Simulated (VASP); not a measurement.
Output of a VASP run:

OSZICAR:
```
       N       E                     dE             d eps       ncg     rms          rms(c)
DAV:   1    -0.175346162055E+03   -0.17535E+03   -0.46526E-04  3584   0.659E-02    0.426E-02
DAV:   2    -0.175350588720E+03   -0.44267E-02   -0.26834E-02  3648   0.537E-01    0.295E-01
DAV:   3    -0.175346039530E+03    0.45492E-02   -0.21612E-02  3784   0.501E-01    0.418E-02
DAV:   4    -0.175346071624E+03   -0.32094E-04   -0.84593E-04  3064   0.688E-02    0.475E-03
DAV:   5    -0.175346079516E+03   -0.78916E-05   -0.85363E-05  2992   0.199E-02    0.442E-03
DAV:   6    -0.175346081213E+03   -0.16966E-05   -0.21321E-05  1784   0.666E-03    0.328E-03
DAV:   7    -0.175346081698E+03   -0.48516E-06   -0.76996E-06  1576   0.390E-03
   1 F= -.17534608E+03 E0= -.17534751E+03  d E =0.429180E-02
```

File OUTCAR:
```
------------------------ aborting loop because EDIFF is reached ----------------------------------------
  FORCE on cell =-STRESS in cart. coord.  units (eV):
  Direction    XX          YY          ZZ          XY          YZ          ZX
  --------------------------------------------------------------------------------------
  Total      -11.6822880    -10.8387471     -0.5300002      0.0000000      0.0000000      0.0000000
  in kB      -32.2025754    -29.8773296     -1.4609613      0.0000000      0.0000000      0.0000000
  external PRESSURE =     -21.1802888 kB  Pullay stress =       0.0000000 kB
  volume of cell :      581.23
      direct lattice vectors                 reciprocal lattice vectors
     6.302833643  0.000000000  0.000000000     0.158658796 -0.112188704  0.000000000
     3.151416822  4.456776689  0.000000000     0.000000000  0.224377408  0.000000000
     0.000000000  0.000000000 20.691461518     0.000000000  0.000000000  0.048329114
 POSITION                                       TOTAL-FORCE (eV/Angst)
 -----------------------------------------------------------------------------------
      6.30283      2.22839      7.13951        -0.000000      0.000000     -0.002037
      3.15142      2.22839      7.13951         0.000000      0.000000     -0.002037
      4.72713      0.00000      7.10567        -0.000000      0.000000      0.000337
      1.57571      0.00000      7.08530         0.000000      0.000000      0.001753
      6.29456      0.00000      9.25859        -0.000051      0.000000     -0.002876
      3.15969      0.00000      9.25859         0.000051      0.000000     -0.002876
      1.57571      2.21598      9.22613         0.000000     -0.001290     -0.004193
      4.72713      2.24080      9.22613        -0.000000      0.001290     -0.004193
      6.30283      2.22839     11.53570        -0.000000      0.000000     -0.000706
      3.15142      2.22839     11.53570        -0.000000     -0.000000     -0.000706
      4.72713      0.00000     11.43283         0.000000      0.000000      0.005634
      1.57571      0.00000     11.46765         0.000000      0.000000      0.008459
      6.26790      0.00000     13.69251        -0.014395      0.000000      0.003081
      3.18635      0.00000     13.69251         0.014395      0.000000      0.003081
      7.87854      2.25361     13.66097         0.000000     -0.019727     -0.008047
      4.72713      2.20317     13.66097        -0.000000      0.019727     -0.008047
      1.57571      0.00000     14.79001         0.000000      0.000000      0.013371
 -----------------------------------------------------------------------------------
    total drift:                                0.000017      0.000026     -0.000578
  FREE ENERGIE OF THE ION-ELECTRON SYSTEM (eV)
  ---------------------------------------------------
  free  energy   TOTEN  =      -175.3460816978 eV

  energy  without entropy=     -175.3503734974  energy(sigma->0) =     -175.34751230

 total charge

# of ion       s       p       d       tot
------------------------------------------
    1        0.519   0.417   4.314   5.249
    2        0.519   0.417   4.314   5.249
    3        0.511   0.409   4.278   5.198
    4        0.506   0.402   4.272   5.180
    5        0.530   0.569   4.341   5.440
    6        0.530   0.569   4.341   5.440
    7        0.527   0.560   4.346   5.434
    8        0.527   0.560   4.346   5.434
    9        0.518   0.556   4.321   5.395
   10        0.518   0.556   4.321   5.395
   11        0.528   0.556   4.337   5.421
   12        0.519   0.556   4.313   5.387
   13        0.520   0.558   4.349   5.426
   14        0.520   0.558   4.349   5.426
   15        0.494   0.422   4.293   5.209
   16        0.494   0.422   4.293   5.209
   17        1.301   2.290   0.000   3.591
--------------------------------------------------
tot          9.580  10.376  69.129  89.085
```
(Selected blocks of OUTCAR.)

File POSCAR:
```
Mo16N
1
    6.3028336435     0.0000000000     0.0000000000
    3.1514168217     4.4567766887     0.0000000000
    0.0000000000     0.0000000000    20.6914615183
Mo N
16 1
Direct
  0.7500000000   0.5000000000   0.3450460176
  0.2500000000   0.5000000000   0.3450460176
  0.7500000000   0.0000000000   0.3434106445
  0.2500000000   0.0000000000   0.3424260940
  0.9986874398   0.0000000000   0.4474593293
  0.5013125602   0.0000000000   0.4474593293
  0.0013921445   0.4972157111   0.4458906043
  0.4986078555   0.5027842889   0.4458906043
  0.7500000000   0.5000000000   0.5575102390
  0.2500000000   0.5000000000   0.5575102390
  0.7500000000   0.0000000000   0.5525384438
  0.2500000000   0.0000000000   0.5542213628
  0.9944572117   0.0000000000   0.6617466625
  0.5055427883   0.0000000000   0.6617466625
  0.9971706872   0.5056586257   0.6602227255
  0.5028293128   0.4943413743   0.6602227255
  0.2500000000   0.0000000000   0.7147882985
```

Question: Reconstruct the remaining input files.

Answer: Several could match; the one computed here: the input of the run itself, PBE GGA, plane waves, VASP's PBE PAW potentials (set 64).

KPOINTS:
```
Automatic
0
gamma
 5 6 1
```

INCAR:
```
EDIFF  =  1E-6   # SCF stop (eV)
ENCUT  =  400
GGA  =  PE
NELM  =  100   # most electronic steps
LDIPOL  =  T
LWAVE  =  F
ALGO  =  Normal   # blocked Davidson
LCHARG  =  F
LREAL  =  F   # projection in real space or not
NELMIN  =  4
DIPOL  =  0.5 0.5 0.5
SYSTEM  =  Mo16N
LASPH  =  T   # aspherical one-centre terms
PREC  =  Normal
LVHAR  =  T
LORBIT  =  11   # lm-projected
LMAXMIX  =  4
SIGMA  =  0.1   # width (eV)
IDIPOL  =  3
ISMEAR  =  1   # Methfessel-Paxton
```

POTCAR, in this order: Mo N (PBE.64 set). Program: vasp_std. Read from the step before: WAVECAR.

At this cut-off the stress carries a Pulay error, which pulls relaxed volumes low.

The cell is a thin slab with vacuum, built from Mo (bcc): (110) face, N adsorbed.
